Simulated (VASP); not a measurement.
Output of a VASP run:

OUTCAR:
```
 ion  position               nearest neighbor table
   1  0.000  0.000  0.000-   2 2.38   3 2.38   3 2.38   2 2.38   3 2.38   2 2.38
   2  0.333  0.667  0.262-   1 2.38   1 2.38   1 2.38
   3  0.667  0.333  0.738-   1 2.38   1 2.38   1 2.38
  LATTYP: Found a hexagonal cell.
 ALAT       =     3.5618584793
 C/A-ratio  =     1.2728699214
 Subroutine PRICEL returns:
 Original cell was already a primitive cell.
 Subroutine GETGRP returns: Found 12 space group operations
The static configuration has the point symmetry D_3d.
The dynamic configuration has the point symmetry D_3d.
 Subroutine INISYM returns: Found 12 space group operations
 Subroutine IBZKPT returns following result:
 Found     62 irreducible k-points:

 Following reciprocal coordinates:
            Coordinates               Weight
  0.000000  0.000000  0.000000      1.000000
  0.111111 -0.000000  0.000000      6.000000
  0.222222 -0.000000  0.000000      6.000000
  0.333333 -0.000000  0.000000      6.000000
  0.444444 -0.000000  0.000000      6.000000
  0.111111  0.111111  0.000000      6.000000
  0.222222  0.111111  0.000000     12.000000
  0.333333  0.111111  0.000000     12.000000
  0.444444  0.111111  0.000000      6.000000
  0.222222  0.222222  0.000000      6.000000
  0.333333  0.222222  0.000000     12.000000
  0.333333  0.333333  0.000000      2.000000
  0.000000  0.000000  0.166667      2.000000
  0.111111 -0.000000  0.166667      6.000000
  0.000000  0.111111  0.166667      6.000000
  0.222222 -0.000000  0.166667      6.000000
  0.000000  0.222222  0.166667      6.000000
  0.333333 -0.000000  0.166667      6.000000
  0.000000  0.333333  0.166667      6.000000
  0.444444 -0.000000  0.166667      6.000000
  0.000000  0.444444  0.166667      6.000000
  0.111111  0.111111  0.166667     12.000000
  0.222222  0.111111  0.166667     12.000000
 -0.111111  0.333333  0.166667     12.000000
  0.333333  0.111111  0.166667     12.000000
 -0.111111  0.444444  0.166667     12.000000
  0.444444  0.111111  0.166667     12.000000
  0.222222  0.222222  0.166667     12.000000
  0.333333  0.222222  0.166667     12.000000
 -0.222222 -0.444444  0.166667     12.000000
  0.333333  0.333333  0.166667      4.000000
  0.000000  0.000000  0.333333      2.000000
  0.111111 -0.000000  0.333333      6.000000
  0.000000  0.111111  0.333333      6.000000
  0.222222 -0.000000  0.333333      6.000000
  0.000000  0.222222  0.333333      6.000000
  0.333333 -0.000000  0.333333      6.000000
  0.000000  0.333333  0.333333      6.000000
  0.444444 -0.000000  0.333333      6.000000
  0.000000  0.444444  0.333333      6.000000
   k-points           NKPTS =     62   k-points in BZ     NKDIM =     62   number of bands    NBANDS=     15
   number of dos      NEDOS =    301   number of ions     NIONS =      3
   total plane-waves  NPLWV =  25088
   dimension x,y,z NGX =    28 NGY =   28 NGZ =   32
   dimension x,y,z NGXF=    56 NGYF=   56 NGZF=   64
   ions per type =               1   2
   PREC   = accura    normal or accurate (medium, high low for compatibility)
   ISTART =      0    job   : 0-new  1-cont  2-samecut
   ICHARG =      2    charge: 1-file 2-atom 10-const
   ISPIN  =      1    spin polarized calculation?
   LNONCOLLINEAR =      F non collinear calculations
   LSORBIT =      F    spin-orbit coupling
   INIWAV =      1    electr: 0-lowe 1-rand  2-diag
   ENCUT  =  480.0 eV  35.28 Ry    5.94 a.u.   6.36  6.36  8.10*2*pi/ulx,y,z
   NELM   =    100;   NELMIN=  2; NELMDL= -5     # of ELM steps
   EDIFF  = 0.1E-05   stopping-criterion for ELM
   LREAL  =      F    real-space projection
   NLSPLINE    = F    spline interpolate recip. space projectors
   LMAXMIX     =    6 max onsite mixed and CHGCAR
   VOSKOWN=      0    Vosko Wilk Nusair interpolation
   EDIFFG = -.2E-01   stopping-criterion for IOM
   NSW    =     60    number of steps for IOM
...
```

### OSZICAR
```
       N       E                     dE             d eps       ncg     rms          rms(c)
DAV:   1     0.107533042823E+03    0.10753E+03   -0.10329E+04  1892   0.124E+03
DAV:   2    -0.147658836599E+02   -0.12230E+03   -0.11969E+03  2336   0.244E+02
DAV:   3    -0.194699048027E+02   -0.47040E+01   -0.46653E+01  2427   0.513E+01
DAV:   4    -0.195165211877E+02   -0.46616E-01   -0.46608E-01  2336   0.564E+00
DAV:   5    -0.195172435609E+02   -0.72237E-03   -0.72232E-03  2490   0.674E-01    0.195E+01
DAV:   6    -0.184847995823E+02    0.10324E+01   -0.75522E+00  1930   0.279E+01    0.126E+01
DAV:   7    -0.182530611377E+02    0.23174E+00   -0.13584E+00  1895   0.129E+01    0.585E+00
DAV:   8    -0.182181823962E+02    0.34879E-01   -0.85078E-02  2182   0.232E+00    0.127E+00
DAV:   9    -0.182133029860E+02    0.48794E-02   -0.11182E-02  2231   0.115E+00    0.246E-01
DAV:  10    -0.182133199228E+02   -0.16937E-04   -0.15371E-03  2203   0.298E-01    0.802E-02
DAV:  11    -0.182133235770E+02   -0.36543E-05   -0.47654E-05  2413   0.658E-02    0.401E-02
DAV:  12    -0.182133226976E+02    0.87945E-06   -0.56010E-06  2151   0.243E-02
   1 F= -.18213323E+02 E0= -.18213516E+02  d E =-.182133E+02
```

### OUTCAR
```
------------------------ aborting loop because EDIFF is reached ----------------------------------------
  FORCE on cell =-STRESS in cart. coord.  units (eV):
  Direction    XX          YY          ZZ          XY          YZ          ZX
  --------------------------------------------------------------------------------------
  Total       -0.0185237     -0.0185237     -0.0106230      0.0000000      0.0000000     -0.0000000
  in kB       -0.5957896     -0.5957896     -0.3416748      0.0000000      0.0000000     -0.0000000
  external PRESSURE =      -0.5110847 kB  Pullay stress =       0.0000000 kB
  volume of cell :       49.81
      direct lattice vectors                 reciprocal lattice vectors
     3.561858479  0.000000000  0.000000000     0.280752311  0.162092419  0.000000000
    -1.780929240  3.084659999  0.000000000     0.000000000  0.324184837  0.000000000
     0.000000000  0.000000000  4.533782523     0.000000000  0.000000000  0.220566380
 POSITION                                       TOTAL-FORCE (eV/Angst)
 -----------------------------------------------------------------------------------
      0.00000      0.00000      0.00000        -0.000000      0.000000      0.000000
     -0.00000      2.05644      1.18832         0.000000      0.000000     -0.017099
      1.78093      1.02822      3.34546        -0.000000      0.000000      0.017099
 -----------------------------------------------------------------------------------
    total drift:                               -0.000000     -0.000000      0.000000
  FREE ENERGIE OF THE ION-ELECTRON SYSTEM (eV)
  ---------------------------------------------------
  free  energy   TOTEN  =       -18.2133226976 eV

  energy  without entropy=      -18.2139022921  energy(sigma->0) =      -18.21351590

 reached required accuracy - stopping structural energy minimisation
```
(Selected blocks of OUTCAR.)

File POSCAR:
```
PtS2
1
    3.5618584793    -0.0000000000     0.0000000000
   -1.7809292397     3.0846599995    -0.0000000000
    0.0000000000     0.0000000000     4.5337825226
Pt S
1 2
Direct
  0.0000000000   1.0000000000   0.0000000000
  0.3333330000   0.6666670000   0.2621029696
  0.6666670000   0.3333330000   0.7378970304
```

Task: Write an INCAR and KPOINTS that could have produced this output.

Result: One answer among several that fit: the input of the run itself, LDA (Ceperley-Alder, Perdew-Zunger), plane waves, VASP's LDA PAW potentials (set 64).

**INCAR**
```
SYSTEM=PtS2
PREC=Accurate; ENCUT=480; LREAL=F
LASPH=T
EDIFF=1E-6; NELM=100; ALGO=Normal
LMAXMIX=6
ISMEAR=1; SIGMA=0.1
IBRION=2; NSW=60; ISIF=3
EDIFFG=-0.02
LWAVE=F; LCHARG=F
```

KPOINTS:
```
Automatic mesh
0
Gamma
9 9 6
0 0 0
```

POTCAR, in this order: Pt S (LDA.64 set). Program: vasp_std.

The compound is PtS2 in the 1T layered structure. It was relaxed first, which changed the volume by -9 %. The start is the result of an earlier pass.
